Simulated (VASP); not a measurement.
All values below come from PBE GGA, VASP's PBE PAW potentials (set 64) (plane waves; VASP 6.6.1).

VASP ran on this input.

File KPOINTS:
```
Automatic mesh
0
Gamma
6 6 6
0 0 0
```

INCAR:
```
! general
SYSTEM =CdF2
PREC   =Accurate
ENCUT  =600
LREAL  =.FALSE.
LASPH  =.TRUE.

! electronic loop
EDIFF  =1E-7
NELM   =100
ALGO   =Normal
LMAXMIX=4

! smearing
ISMEAR =0
SIGMA  =0.05

! functional
GGA    =PE

! ions
ISIF   =2

! output
LWAVE  =.FALSE.
LCHARG =.FALSE.
```

**POSCAR**
```
CdF2
1
   -0.0000000000     2.7463675880     2.7463675880
    2.7463675880     0.0000000000     2.7463675880
    2.7463675880     2.7463675880     0.0000000000
Cd F
1 2
Direct
  0.0000000000   0.0000000000   1.0000000000
  0.2500000000   0.2500000000   0.2500000000
  0.7500000000   0.7500000000   0.7500000000
```

POTCAR, in this order: Cd F (PBE.64 set). Program: vasp_std.

Output of the run:

OSZICAR:
```
       N       E                     dE             d eps       ncg     rms          rms(c)
DAV:   1     0.212502153014E+03    0.21250E+03   -0.16974E+04   552   0.172E+03
DAV:   2    -0.409528582269E+01   -0.21660E+03   -0.20979E+03   642   0.404E+02
DAV:   3    -0.126609873839E+02   -0.85657E+01   -0.85511E+01   602   0.901E+01
DAV:   4    -0.126999444858E+02   -0.38957E-01   -0.38952E-01   656   0.615E+00
DAV:   5    -0.127000868622E+02   -0.14238E-03   -0.14237E-03   570   0.312E-01    0.974E+00
DAV:   6    -0.108862817647E+02    0.18138E+01   -0.54443E+00   689   0.457E+01    0.695E+00
DAV:   7    -0.109292448571E+02   -0.42963E-01   -0.93217E-01   545   0.101E+01    0.403E+00
DAV:   8    -0.109196288991E+02    0.96160E-02   -0.18983E-01   589   0.432E+00    0.785E-01
DAV:   9    -0.109087970829E+02    0.10832E-01   -0.48051E-02   650   0.258E+00    0.106E-01
DAV:  10    -0.109093508058E+02   -0.55372E-03   -0.34517E-03   551   0.765E-01    0.124E-01
DAV:  11    -0.109094501924E+02   -0.99387E-04   -0.23266E-04   586   0.191E-01    0.514E-02
DAV:  12    -0.109094820289E+02   -0.31836E-04   -0.10830E-04   556   0.950E-02    0.176E-02
DAV:  13    -0.109094841103E+02   -0.20814E-05   -0.60898E-06   611   0.220E-02    0.624E-03
DAV:  14    -0.109094840618E+02    0.48437E-07   -0.14581E-06   558   0.176E-02    0.170E-03
DAV:  15    -0.109094841060E+02   -0.44175E-07   -0.84464E-08   456   0.352E-03
   1 F= -.10909484E+02 E0= -.10909484E+02  d E =-.650792E-11
```

**OUTCAR**
```
------------------------ aborting loop because EDIFF is reached ----------------------------------------
  FORCE on cell =-STRESS in cart. coord.  units (eV):
  Direction    XX          YY          ZZ          XY          YZ          ZX
  --------------------------------------------------------------------------------------
  Total       -0.0589723     -0.0589723     -0.0589723      0.0000000      0.0000000      0.0000000
  in kB       -2.2806171     -2.2806171     -2.2806171      0.0000000      0.0000000      0.0000000
  external PRESSURE =      -2.2806171 kB  Pullay stress =       0.0000000 kB
  volume of cell :       41.43
      direct lattice vectors                 reciprocal lattice vectors
     0.000000000  2.746367588  2.746367588    -0.182058659  0.182058659  0.182058659
     2.746367588  0.000000000  2.746367588     0.182058659 -0.182058659  0.182058659
     2.746367588  2.746367588  0.000000000     0.182058659  0.182058659 -0.182058659
 POSITION                                       TOTAL-FORCE (eV/Angst)
 -----------------------------------------------------------------------------------
      0.00000      0.00000      0.00000         0.000000     -0.000000     -0.000000
      1.37318      1.37318      1.37318         0.000000      0.000000      0.000000
      4.11955      4.11955      4.11955        -0.000000     -0.000000     -0.000000
 -----------------------------------------------------------------------------------
    total drift:                                0.000000     -0.000000      0.000000
  FREE ENERGIE OF THE ION-ELECTRON SYSTEM (eV)
  ---------------------------------------------------
  free  energy   TOTEN  =       -10.9094841060 eV

  energy  without entropy=      -10.9094841060  energy(sigma->0) =      -10.90948411
```
(Selected blocks of OUTCAR.)

The compound is CdF2 in the fluorite structure. It was relaxed first, which changed the volume by +6 %.
